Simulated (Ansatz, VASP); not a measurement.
**TiC in two plane-wave programs**

Aim: how closely do two programs agree when they are given the same cell, functional and k mesh? The two relaxations start from unlike cells of this crystal (the structure described is Ansatz's start), so only their ends are compared.

Main program and level: Ansatz 0.2.0; plane waves, with VASP 6.6.1 beside it; relaxation of cell and atoms at PBEsol with D3(BJ).

## (1) The structure

The structure is cubic, space group Fm-3m (No. 225). Conventional cell: a = 4.319 Å, b = 4.319 Å, c = 4.319 Å, α = 90.00°, β = 90.00°, γ = 90.00°. Nearest to Ti lie 6 C at 2.16 Å. C has 6 Ti at 2.16 Å nearest. Farther neighbours are not listed.

Coordinates:

```cif
data_structure
_symmetry_space_group_name_H-M 'Fm-3m'
_symmetry_Int_Tables_number 225
_cell_length_a 4.3186
_cell_length_b 4.3186
_cell_length_c 4.3186
_cell_angle_alpha 90.000
_cell_angle_beta 90.000
_cell_angle_gamma 90.000
_cell_volume 80.54
loop_
_atom_site_label
_atom_site_type_symbol
_atom_site_symmetry_multiplicity
_atom_site_Wyckoff_symbol
_atom_site_fract_x
_atom_site_fract_y
_atom_site_fract_z
_atom_site_occupancy
Ti1 Ti 4 a 0.00000 0.00000 0.00000 1
C1 C 4 b 0.50000 0.00000 0.00000 1
```

## (2) Ansatz: relaxation of cell and atoms, PBEsol with D3(BJ)

Ansatz runs on its default PAW (the set named soft_2) files.

The relaxed volume is the usual yardstick between codes: in a stiff, nearly cubic crystal its relative difference is about their pressure difference at one cell divided by the bulk modulus.

The input, input.yaml:

```yaml
crystal:
  lattice:
    - [0.0, 2.1593, 2.1593]
    - [2.1593, 0.0, 2.1593]
    - [2.1593, 2.1593, 0.0]
  atoms:
    - { symbol: Ti, position: [0.0, 0.0, 0.0] }
    - { symbol: C, position: [0.5, 0.5, 0.5] }
kpoints:
  mp_grid: { grid: [14, 14, 14] }
hamiltonian:
  xc: pbesol
  dispersion: d3bj
scf:
  occupations: { method: gaussian, width: 0.1 }
output:
  forces: true
  stress: true
  eigenvalues: true
relax:
  adjacent_minimum: "off"
  f_tol: 0.005
  max_steps: 60
  cell: { stress_tol: 0.03 }
```

On the command line:

```sh
> ansatz run input.yaml --threads 4 --pin off --max-ram 8192MiB --backend cpu --events-out ev --progress --plain --runs-dir out
```

Numbers of over 12 decimals in the logs are rounded to 6 here.

Output:

```text
Engine: ansatz 0.2.0, aarch64-unknown-linux-gnu
Pseudopotentials: kind: paw
Pseudopotential: Ti, paw, valence charge 12, recommended cutoff 420 eV (normal), Ti.paw.azcp
Pseudopotential: C, paw, valence charge 4, recommended cutoff 420 eV (normal), C.paw.azcp
Functional definition: PBEsol
  exchange = pbesol_x
  correlation = pbesol_c
Crystal: 2 atoms, lattice volume = 20.136 Å³
Basis set: ecut = 420 eV, 411 PW (Γ), exchange–correlation on 48×48×48 points (8 copies of the dense FFT grid, shifted against one another)
Bands: 12, of which v1, the nominal top of the filled ones, is band 8 counted from 1 (7 counted from 0)
Symmetry: 48 space group operations
Space group: Fm-3m (ITA 225), of the structure as read, at distance tolerance 2.7e-5 Å
k-points: 104 of 2744
Non-local potential: Ti, projectors of the file, l = 0: 3, l = 1: 2, l = 2: 3, l = 3: 1
Non-local potential: C, projectors of the file, l = 0: 2, l = 1: 2, l = 2: 1
PAW form: soft (Blöchl's): semilocal exchange-correlation on the pseudo side does not see the compensation charge
PAW frozen core: Ti, regenerated for the run's functional, and the local potential with it (the file was generated under x = pbe(κ = 0.804, μ = 0.219515), c = pbe(β = 0.066725))
PAW frozen core: C, regenerated for the run's functional, and the local potential with it (the file was generated under x = pbe(κ = 0.804, μ = 0.219515), c = pbe(β = 0.066725))
PAW one-centre angular grid: Ti, 590 points (default); XC on 64 Gauss nodes
PAW one-centre angular grid: C, 110 points (default); XC on 64 Gauss nodes
Initial density: superposition of atomic densities (neutral atoms: chi_scale 0, normalization atom), corrected by the library's trained network
Initial wavefunctions: pseudopotential atomic-orbital guess
Functional: x = pbesol(κ = 0.804, μ = 0.123457), c = pbesol(β = 0.046)
SCF iter   1: F=—  HF=-2723.244857 eV  |F-HF|=—  |Δ(HF+E_count)|=         —  Δρ=1.04e-2  dr2=2.46e-2  ethr=1.77e-3  ⟨swp⟩=4.3  Hψ=6216  notcnv=0
preconditioner: auto → none  [metal: Δε(μ)=0.035 eV  Ē_g=7.910 eV  σ=0.100 eV  W_gap=0.19  n_scr=8 (ndim 8)  ℏωp=23.4 eV  f_vac=0.000  D(μ)=0.34/eV (n_scr^D=0)  sad-step TF]
SCF iter   2: F=—  HF=-2723.241196 eV  |F-HF|=—  |Δ(HF+E_count)|=   3.66e-3  Δρ=6.90e-3  dr2=1.20e-2  ethr=1.53e-4  ⟨swp⟩=1.0  Hψ=2080  notcnv=0
SCF iter   3: F=—  HF=-2723.238831 eV  |F-HF|=—  |Δ(HF+E_count)|=   2.37e-3  Δρ=6.22e-4  dr2=5.11e-5  ethr=7.47e-5  ⟨swp⟩=2.1  Hψ=1514  notcnv=0  defer=2
SCF iter   4: F=—  HF=-2723.238816 eV  |F-HF|=—  |Δ(HF+E_count)|=   1.49e-5  Δρ=1.13e-4  dr2=1.11e-6  ethr=3.20e-7  ⟨swp⟩=3.0  Hψ=2085  notcnv=0
iter 5 did not close the SCF: its close was put off for the readings that it lacked (scf_convergence_deferred on its scf_iter line)
SCF iter   5: F=-2723.238817 eV  HF=-2723.238817 eV  |F-HF|=9.72e-9  |Δ(HF+E_count)|=   8.30e-7  Δρ=7.56e-6  dr2=1.29e-8  ethr=6.91e-9  ⟨swp⟩=2.2  Hψ=1529  notcnv=0
SCF iter   6: F=-2723.238817 eV  HF=-2723.238817 eV  |F-HF|=4.55e-13  |Δ(HF+E_count)|=   2.47e-9  Δρ=5.88e-7  dr2=2.83e-11  ethr=8.06e-11  ⟨swp⟩=2.0  Hψ=3819  notcnv=0
SCF 1 converged in 6 iterations: F = -2723.238817 eV  dr2 = 2.83e-11
  greatest PAW one-centre occupation: 0.999 electrons in one spin orbital (limit 2), on the Ti atom at site 0 (counted from 0), in its partial waves of l = 0
relax step   1: F+E_penalty+E_count = -2723.23881670 eV  Δ(F+E_penalty+E_count) = +0.000e0 eV  max|allowed force component| = 2.183e-29 eV/Å  Δτ_max = 0.0000 Å  P = -11.225 GPa  Ω = 20.136 Å³  (6 SCF iters, dr2 threshold 1.00e-7 eV, accepted)
[...]
relax step   5: F+E_penalty+E_count = -2723.26990016 eV  Δ(F+E_penalty+E_count) = +1.199e-3 eV  max|allowed force component| = 1.906e-30 eV/Å  Δτ_max = 0.0000 Å  P = -0.084 GPa  Ω = 19.286 Å³  stress off target by 8.37e-2 GPa  SCF on the basis re-selected at this cell (its energy is not comparable with the rows above)  (6 SCF iters)
[...]
relax step   6: F+E_penalty+E_count = -2723.26991148 eV  Δ(F+E_penalty+E_count) = -1.133e-5 eV  max|allowed force component| = 2.597e-30 eV/Å  Δτ_max = 0.0000 Å  P = -0.000 GPa  Ω = 19.280 Å³  energy of the carried Pulay correction = +9.836e-6 eV  (6 SCF iters, dr2 threshold 1.75e-8 eV, accepted)
[...]
relax step   7: F+E_penalty+E_count = -2723.26991148 eV  Δ(F+E_penalty+E_count) = +4.547e-13 eV  max|allowed force component| = 3.090e-30 eV/Å  Δτ_max = 0.0000 Å  P = -0.001 GPa  Ω = 19.280 Å³  stress off target by 6.06e-4 GPa  SCF on the basis re-selected at this cell (its energy is not comparable with the rows above)  (6 SCF iters)
basis re-selected at this cell: Δ(F+E_penalty+E_count) = +4.547e-13 eV, ΔP = -0.001 GPa vs the last step (what re-selecting the basis moved, of the pressure what is left beyond the Pulay correction that the steps carried, after the strain that the cell walked since its last selection, with what the two solves' SCF thresholds leave and, on support functions, any second-order correction that the steps lacked; it is no  [...]
SCF converged after 6 iterations
Free energy (F): -2723.269911 eV
Harris-Foulkes:  -2723.269911 eV  (|F-HF|=4.55e-13)
Internal energy: -2723.268355 eV  (E = F + TS)
E sigma→0 (E₀):  -2723.269133 eV
Entropy (-TS):   -0.001557 eV (-0.778 meV/atom)
Fermi energy:    15.493053 eV
--- Per-component energies (eV) ---
  E_band       = -96.365602
  E_kinetic    = 364.931717
  E_local      = -744.104681  (includes V_loc(G=0)·N_el)
  E_nonlocal   = 33.514676
  E_hartree    = 304.697386
  E_xc         = -147.237068
  E_vxc        = -184.628903  (∫ρ·V_xc dr)
  E_paw        = -1116.592229  (= ΣΔE_a)
  E_vpaw       = -175.473298  (= ΣTr[D̂ρ^β])
  E_aug_tail   = 0.000115  (compensation charges beyond the density's cutoff)
  E_ewald      = -1417.777523
  E_disp       = -0.861233  (pairwise vdW)
  E_core_change = 0.160485  (= ΣΔE_core)
  E_smearing   = -0.001557  (= −TS)
  E_closure    = 0.000000  (closes the sum)
  Σ components = -2723.269911   (vs F -2723.269911, Δ=0.00e0)
--- Forces (eV/Å), atoms counted from 1 ---
  atom   1  Ti    -0.00000000     0.00000000     0.00000000
  atom   2  C      0.00000000    -0.00000000     0.00000000
  max |Σ_I F_I| component: 4.86e-30 eV/Å
--- Stress (GPa, compression-positive) ---
       -0.000606      -0.000000       0.000000
       -0.000000      -0.000606      -0.000000
       -0.000000      -0.000000      -0.000606
  P = ⅓ Tr σ = -0.0006 GPa (-0.006 kbar)
--- Band table (eV; the first three rows and the last of 104) ---
  k-point 0: bands = [... 4 lower, 2.8833, 16.1818, 16.1818, 16.1818, 17.2665, 17.2665, 17.2665, 17.3495]
  k-point 1: bands = [... 4 lower, 3.0080, 15.6066, 15.8895, 15.8895, 16.5515, 16.5515, 17.5744, 18.5396]
  k-point 2: bands = [... 4 lower, 3.3714, 14.5174, 14.9492, 14.9492, 16.7204, 16.7204, 17.9733, 19.8405]
  k-point 103: bands = [... 4 lower, 5.8568, 12.1410, 12.3740, 12.7759, 18.0584, 18.8038, 19.3050, 20.8413]
--- Relaxed structure (5 steps of the walk, 5 accepted, 2 SCFs on fresh bases) ---
  F+E_penalty+E_count = -2723.26991148 eV   max|allowed force component| = 3.090e-30 eV/Å   (the final SCF, on the basis selected at the relaxed cell)
  cell:  # Å, volume = 19.2802 Å³
    - [0, 2.128273, 2.128273]
    - [2.128273, 0, 2.128273]
    - [2.128273, 2.128273, 0]
  atoms:
    - { symbol: Ti, position: [0, 0, 0] }
    - { symbol: C, position: [0.5, 0.5, 0.5] }
```

Reading the cycles: dr2 is the Hartree energy of the density residual (eV), the measure of convergence; HF is the Harris–Foulkes estimate of the energy, which meets the free energy F at convergence.

## (3) VASP: relaxation of cell and atoms, PBEsol with D3(BJ)

Its own start cell and the same functional, mesh and smearing now go to VASP, with its own data sets.

Lines of VASP's logs that name or quote its potential files are left out, and so is its time.

The input, INCAR:

```
SYSTEM = TiC
PREC = Accurate
ENCUT = 600
EDIFF = 1E-07
NELM = 120
ISMEAR = 0
SIGMA = 0.1
LREAL = .FALSE.
ALGO = Normal
GGA = PS
IVDW = 12
NBANDS = 14
LASPH = .TRUE.
LORBIT = 11
LWAVE = .FALSE.
LCHARG = .FALSE.
ISIF = 3
IBRION = 2
NSW = 80
EDIFFG = -0.005
GGA_COMPAT = .FALSE.
NELMIN = 4
```

The input, POSCAR:

```
TiC
1.0
    0.0000000000      2.1284269653      2.1284269653
    2.1284269653      0.0000000000      2.1284269653
    2.1284269653      2.1284269653      0.0000000000
Ti C
1 1
Direct
    0.0000000000      0.0000000000      0.0000000000
    0.5000000000      0.5000000000      0.5000000000
```

The input, KPOINTS:

```
Automatic mesh
0
Gamma
14 14 14
0 0 0
```

The projector-augmented-wave data sets are Ti_sv and C (PBE family, release 64).

On the command line:

```sh
> mpirun -np 1 vasp_std
```

Output:

```text
[banner, memory and clock lines left out]
running    1 mpi-ranks, on    1 nodes
 distrk:  each k-point on    1 cores,    1 groups
 distr:  one band on    1 cores,    1 groups

 POSCAR found type information on POSCAR TiC
 POSCAR found :  2 types and       2 ions
|                                                                             |
|               ----> ADVICE to this user running VASP <----                  |
|                                                                             |
|     You enforced a specific xc type in the INCAR file but a different       |
|     [... a line on the potential file left out ...]
|     I HOPE YOU KNOW WHAT YOU ARE DOING!                                     |
|                                                                             |

 LDA part: xc-table for (Slater+PW92), standard interpolation
 POSCAR, INCAR and KPOINTS ok, starting setup
 FFT: planning ... GRIDC
 FFT: planning ... GRID_SOFT
 FFT: planning ... GRID
 WAVECAR not read
 entering main loop
       N       E                     dE             d eps       ncg     rms          rms(c)
DAV:   1     0.125869415722E+03    0.12587E+03   -0.88930E+03  2912   0.152E+03
DAV:   2    -0.162415856560E+02   -0.14211E+03   -0.13356E+03  3074   0.371E+02
DAV:   3    -0.247291089951E+02   -0.84875E+01   -0.82657E+01  3902   0.869E+01
DAV:   4    -0.250709292938E+02   -0.34182E+00   -0.34155E+00  3592   0.157E+01
DAV:   5    -0.250796724562E+02   -0.87432E-02   -0.87421E-02  3922   0.224E+00    0.196E+01
DAV:   6    -0.202836469522E+02    0.47960E+01   -0.12211E+01  4184   0.604E+01    0.653E+00
DAV:   7    -0.198238945332E+02    0.45975E+00   -0.18835E+00  3534   0.206E+01    0.551E+00
DAV:   8    -0.197919320035E+02    0.31963E-01   -0.11875E-01  3310   0.457E+00    0.278E+00
DAV:   9    -0.197944403523E+02   -0.25083E-02   -0.79318E-02  3622   0.310E+00    0.874E-01
DAV:  10    -0.197924125499E+02    0.20278E-02   -0.89873E-03  3968   0.136E+00    0.639E-01
DAV:  11    -0.197910067319E+02    0.14058E-02   -0.45320E-03  3146   0.990E-01    0.754E-02
DAV:  12    -0.197909828991E+02    0.23833E-04   -0.31992E-04  3290   0.249E-01    0.132E-02
DAV:  13    -0.197909751364E+02    0.77626E-05   -0.15825E-05  4066   0.549E-02    0.434E-03
DAV:  14    -0.197909746202E+02    0.51620E-06   -0.60356E-07  3690   0.120E-02    0.298E-03
DAV:  15    -0.197909745592E+02    0.61054E-07   -0.10467E-07  2734   0.251E-03
   1 F= -.20651774E+02 E0= -.20650992E+02  d E =-.206518E+02
 curvature:   0.00 expect dE= 0.000E+00 dE for cont linesearch  0.000E+00
 trial: gam= 0.00000 g(F)=  0.480E-60 g(S)=  0.803E-05 ort = 0.000E+00 (trialstep = 0.100E+01)
 search vector abs. value=  0.803E-05
 bond charge predicted
       N       E                     dE             d eps       ncg     rms          rms(c)
DAV:   1    -0.197917359114E+02   -0.76129E-03   -0.20277E-03  3392   0.681E-01    0.103E-01
DAV:   2    -0.197916535099E+02    0.82402E-04   -0.29914E-04  3534   0.306E-01    0.304E-02
DAV:   3    -0.197916343040E+02    0.19206E-04   -0.41593E-05  4058   0.848E-02    0.121E-02
DAV:   4    -0.197916342660E+02    0.37980E-07   -0.21366E-05  3938   0.444E-02    0.678E-03
DAV:   5    -0.197916354569E+02   -0.11909E-05   -0.16707E-06  3262   0.123E-02    0.262E-03
DAV:   6    -0.197916359239E+02   -0.46704E-06   -0.13730E-06  4498   0.540E-03    0.185E-03
DAV:   7    -0.197916359242E+02   -0.28899E-09   -0.18978E-07  3110   0.437E-03
   2 F= -.20651772E+02 E0= -.20650990E+02  d E =0.210792E-05
 trial-energy change:    0.000002  1 .order    0.000001   -0.000008    0.000010
 step:   0.3543(harm=  0.4528)  dis= 0.00000  next Energy=   -20.651776 (dE=-0.137E-05)
 bond charge predicted
       N       E                     dE             d eps       ncg     rms          rms(c)
DAV:   1    -0.197912524254E+02    0.38350E-03   -0.86085E-04  3398   0.442E-01    0.660E-02
DAV:   2    -0.197912174874E+02    0.34938E-04   -0.12362E-04  3528   0.197E-01    0.196E-02
DAV:   3    -0.197912095034E+02    0.79840E-05   -0.17151E-05  4026   0.544E-02    0.787E-03
DAV:   4    -0.197912097246E+02   -0.22116E-06   -0.88548E-06  3902   0.287E-02    0.436E-03
DAV:   5    -0.197912105854E+02   -0.86086E-06   -0.69889E-07  3298   0.800E-03    0.164E-03
DAV:   6    -0.197912110607E+02   -0.47527E-06   -0.55069E-07  4442   0.341E-03    0.117E-03
DAV:   7    -0.197912112167E+02   -0.15597E-06   -0.73579E-08  2154   0.282E-03    0.104E-03
DAV:   8    -0.197912111892E+02    0.27439E-07   -0.39967E-08  1720   0.206E-03
   3 F= -.20651776E+02 E0= -.20650993E+02  d E =-.145913E-05
 curvature:  -0.22 expect dE=-0.163E-07 dE for cont linesearch -0.163E-07
 trial: gam=-0.08704 g(F)=  0.169E-62 g(S)=  0.745E-07 ort = 0.773E-06 (trialstep = 0.871E+00)
 search vector abs. value=  0.791E-09
 reached required accuracy - stopping structural energy minimisation
```

Parts of OUTCAR (step 3):

```text
ion  position               nearest neighbor table
   1  0.000  0.000  0.000-   2 2.13   2 2.13   2 2.13   2 2.13   2 2.13   2 2.13
   2  0.500  0.500  0.500-   1 2.13   1 2.13   1 2.13   1 2.13   1 2.13   1 2.13

  LATTYP: Found a face centered cubic cell.
 ALAT       =     4.2568539306

 Subroutine GETGRP returns: Found 48 space group operations
 (whereof 48 operations were pure point group operations)

The static configuration has the point symmetry O_h .

 Found    104 irreducible k-points:

   k-points           NKPTS =    104   k-points in BZ     NKDIM =    104   number of bands    NBANDS=     14

   dimension x,y,z NGX =    24 NGY =   24 NGZ =   24
   dimension x,y,z NGXF=    48 NGYF=   48 NGZF=   48

   ENCUT  =  600.0 eV  44.10 Ry    6.64 a.u.   6.01  6.01  6.01*2*pi/ulx,y,z

   NELECT =      16.0000    total number of electrons

 k-points in reciprocal lattice and weights: Automatic mesh
   0.00000000  0.00000000  0.00000000       0.000
   0.07142857  0.00000000  0.00000000       0.003
   0.14285714  0.00000000  0.00000000       0.003
   0.21428571  0.00000000  0.00000000       0.003
   0.28571429  0.00000000  0.00000000       0.003
   0.35714286  0.00000000  0.00000000       0.003
   0.42857143  0.00000000  0.00000000       0.003
   0.50000000  0.00000000  0.00000000       0.001
   0.07142857  0.07142857  0.00000000       0.002
[...]
-0.28571429  0.42857143  0.21428571       0.009
  -0.28571429  0.50000000  0.21428571       0.004

 Edisp (eV)   -0.86014

 average (electrostatic) potential at core
       1 -70.1598       2 -43.9663

 E-fermi :   9.9184

 k-point     1 :       0.0000    0.0000    0.0000
  band No.  band energies     occupation
      1     -46.2581      2.00000
      2     -22.3549      2.00000
      3     -22.3549      2.00000
      4     -22.3549      2.00000
      5      -2.6852      2.00000
      6      10.6009      0.00000
      7      10.6009      0.00000
      8      10.6009      0.00000
      9      11.6935      0.00000
     10      11.6935      0.00000
    ...

 k-point     2 :       0.0714    0.0000    0.0000
  band No.  band energies     occupation
      1     -46.2535      2.00000
      2     -22.3867      2.00000
      3     -22.3577      2.00000
      4     -22.3577      2.00000
      5      -2.5610      2.00000
      6      10.0300      0.11442
      7      10.3115      0.00000
      8      10.3115      0.00000
      9      10.9696      0.00000
     10      10.9696      0.00000
    ...

 k-point     3 :       0.1429    0.0000    0.0000
  band No.  band energies     occupation
    ...
      4     -22.3658      2.00000
      5      -2.1992      2.00000
      6       8.9439      2.00000
      7       9.3738      2.00000
      8       9.3738      2.00000
      9      11.1371      0.00000
     10      11.1371      0.00000
     11      12.3935      0.00000
     12      14.2541      0.00000
     13      14.2541      0.00000
    ...

 Edisp (eV)   -0.86056

  Total       0.00101     0.00101     0.00101     0.00000     0.00000    -0.00000
  in kB       0.08426     0.08426     0.08426     0.00000     0.00000    -0.00000
  external pressure =        0.08 kB  Pullay stress =        0.00 kB

  energy-cutoff  :      600.00
  volume of cell :       19.29
      direct lattice vectors                 reciprocal lattice vectors
    -0.000000000  2.128618568  2.128618568    -0.234894127  0.234894127  0.234894127
     2.128618568  0.000000000  2.128618568     0.234894127 -0.234894127  0.234894127
     2.128618568  2.128618568 -0.000000000     0.234894127  0.234894127 -0.234894127

 POSITION                                       TOTAL-FORCE (eV/Angst)
 -----------------------------------------------------------------------------------
      0.00000      0.00000      0.00000        -0.000000     -0.000000     -0.000000
      2.12862      2.12862      2.12862         0.000000      0.000000      0.000000
 -----------------------------------------------------------------------------------
    total drift:                                0.000000     -0.000000     -0.000000

  FREE ENERGIE OF THE ION-ELECTRON SYSTEM (eV)
  ---------------------------------------------------
  free  energy   TOTEN  =       -20.6517759082 eV

  energy  without entropy=      -20.6502108887  energy(sigma->0) =      -20.65099340

 reached required accuracy - stopping structural energy minimisation

 total charge
# of ion       s       p       d       tot
------------------------------------------
    1        2.212   6.278   2.029  10.520
    2        0.895   1.522   0.000   2.417
--------------------------------------------------
tot          3.108   7.800   2.029  12.936

[... 3 further parts left out ...]
```

CONTCAR:

```
TiC
   1.00000000000000
    -0.0000000000000000    2.1286185678007858    2.1286185678007858
     2.1286185678007858    0.0000000000000000    2.1286185678007858
     2.1286185678007858    2.1286185678007858   -0.0000000000000000
  Ti              C
     1     1
Direct
     0.0000000000000000    0.0000000000000000    0.0000000000000000
     0.5000000000000000    0.5000000000000000    0.5000000000000000
```

The PAW data sets were made with PBE, which is usual practice but a small mismatch for other functionals. Dispersion corrections of this kind ignore metallic screening and tend to overbind metals.

## (4) Comparison

Known differences besides the potentials themselves: the cutoff is 420 eV in Ansatz and 600 eV in VASP; Ansatz makes its cores anew for this functional, VASP keeps those of its PBE data sets; Ansatz adds a Pulay correction to the stress that steers its cell, VASP none. Total energies have different zeros and are not compared.

Compared:

| quantity | Ansatz | VASP | difference |
| --- | --- | --- | --- |
| volume (Å³) | 19.28 | 19.29 | -0.05 % |
| edge a after relaxation, in the typed setting (Å) | 3.010 | 3.010 | -0.02 % |

## (5) What came out

* difference in volume (relaxation of cell and atoms, PBEsol with D3(BJ)): -0.049 %

The difference in volume is -0.049 % (relaxation of cell and atoms, PBEsol with D3(BJ)), within the 1.2 % picked in this series as the mark of a large difference, as far as the stopping tolerances let one tell. How closely two codes agree says nothing of how well the functional describes the real material.

[Lines on the potential files, build, host, timing and source positions are cut from VASP's logs without a mark.]

[Logs are printed without paths, hosts, clocks, repeated set-up lines and the standing remarks that a program may print on its own settings, such as how far it seeks lower states.]

[Hosts, paths, dates, database ids (printed as entryN), source tags and the programs' standing remarks are cut or masked in the printed files.]
